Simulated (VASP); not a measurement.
An input for Ansatz (written as the equivalent of a VASP run, and not itself run):

Ansatz 0.2 input:
```yaml
crystal:
  lattice:
    - [0.0000000, 3.3060396, 3.3060396]
    - [3.3060396, 0.0000000, 3.3060396]
    - [3.3060396, 3.3060396, 0.0000000]
  atoms:
    - { symbol: K, position: [0.0000000, 0.0000000, 0.0000000] }
    - { symbol: Br, position: [0.5000000, 0.5000000, 0.5000000] }
kpoints:
  mp_grid: { grid: [7, 7, 7] }
hamiltonian:
  xc: r2scan
  dispersion: rvv10
  pseudopotentials: { kind: paw }
scf:
  occupations: { method: gaussian, width: 0.05 }
  max_iter: 100
output: { forces: true, stress: true, eigenvalues: true }
```

### Question
Write the VASP files for the same calculation (r2SCAN+rVV10).

### Answer
One answer among several that fit: 
POSCAR:
```
KBr
4.6754460
  0.0000000000   0.7071067960   0.7071067960
  0.7071067960   0.0000000000   0.7071067960
  0.7071067960   0.7071067960   0.0000000000
K Br
1 1
direct
  0.0000000000   0.0000000000   0.0000000000
  0.5000000000   0.5000000000   0.5000000000
```

### KPOINTS
```
K-points
0
Gamma
  7 7 7
0 0 0
```

INCAR:
```
ISMEAR = 0   # Gaussian
PREC = Accurate
LCHARG = .False.
LWAVE = .False.
ENCUT = 520
ISIF = 2   # forces and stress, cell fixed
LMIXTAU = .True.
LASPH = .True.   # aspherical one-centre terms
CPARAM = 0.0093
ALGO = Normal   # blocked Davidson
LUSE_VDW = .True.
NELM = 100   # most electronic steps
SIGMA = 0.05   # width (eV)
SYSTEM = KBr
EDIFF = 1E-7   # SCF stop (eV)
METAGGA = R2SCAN
BPARAM = 11.95
LMAXMIX = 4
LREAL = .False.   # projection in real space or not
```

POTCAR, in this order: K_sv Br (PBE.64 set). Program: vasp_std.

Limits of the translation: each code has its own PAW files, so the cut-off isn't converted (ENCUT is set for VASP's; basis.ecutwfc is left out, and Ansatz then takes the one that its files recommend); Ansatz stops its SCF on the density residual and VASP on the energy change (EDIFF).

The compound is KBr in the rock salt structure. This cell is one point of a volume scan, at 1.03 of the reference volume.
